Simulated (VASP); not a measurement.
Set up this calculation in VASP 6.6.1, as the native input.

```yaml
Task: relaxation of cell and atoms
Functional: PBE
Potentials_or_basis: VASP PAW PBE potentials, release 64 (Cu)
Cutoff: 520 eV
k_mesh: 20 × 20 × 20
Occupations: methfessel-paxton, width 0.2 eV
Spin: no spin polarisation
Further_INCAR_settings: ALGO = Normal; EDIFF = 1e-07; IBRION = 2; EDIFFG = -0.002; NSW = 80; ISIF = 3
```

The structure of Cu lies in POSCAR:

```
Cu                                      
1.0
   -0.0000000000      1.8170320862      1.8170320862
    1.8170320862      0.0000000000      1.8170320862
    1.8170320862      1.8170320862     -0.0000000000
  Cu            
     1
Direct
     0.0000000000000000    0.0000000000000000    0.0000000000000000
```

The input as run:

INCAR

```
SYSTEM = Cu
PREC     = Accurate       ! precision mode
ENCUT    = 520            ! plane-wave cutoff, eV
EDIFF    = 1E-7           ! SCF threshold, eV
ISMEAR   = 1              ! smearing method
SIGMA    = 0.2            ! smearing width, eV
LREAL    = .FALSE.        ! projectors in reciprocal space
LASPH    = .TRUE.         ! aspherical terms in the spheres
NELM     = 100            ! most SCF steps
ALGO     = Normal         ! electronic algorithm
ISIF     = 3              ! what is computed and relaxed
LWAVE    = .FALSE.        ! write WAVECAR
LCHARG   = .FALSE.        ! write CHGCAR
GGA      = PE             ! functional
IBRION   = 2              ! ionic algorithm
NSW      = 80             ! ionic steps
EDIFFG   = -0.002         ! ionic threshold
```

KPOINTS

```
Automatic mesh
0
G
  20 20 20
  0 0 0
```

Potentials or basis: VASP PAW PBE potentials, release 64 (Cu).

Launch:

```console
$ cat potpaw_PBE.64/Cu/POTCAR > POTCAR
$ mpirun -np 1 vasp_std > vasp.out
```

Results of the run:

```json
{"Relaxed volume": "12.00 Å³/atom", "Relaxed cell": "a = 2.570 Å, b = 2.570 Å, c = 2.570 Å, α = 60.00°, β = 60.00°, γ = 60.00°", "Space group after relaxing (to 0.05 Å)": "Fm-3m (No. 225)", "Energy gained by relaxing": "0.0 meV/atom", "Ionic steps": "2", "Pressure after relaxing": "0.0 GPa", "Band gap on the k mesh": "none (metal or under the smearing width)"}
```

Wall time 48 s on 1 thread of AMD EPYC 7R43 64-Core Processor (Zen 3), with other jobs on the host, peak memory 0.11 GiB.
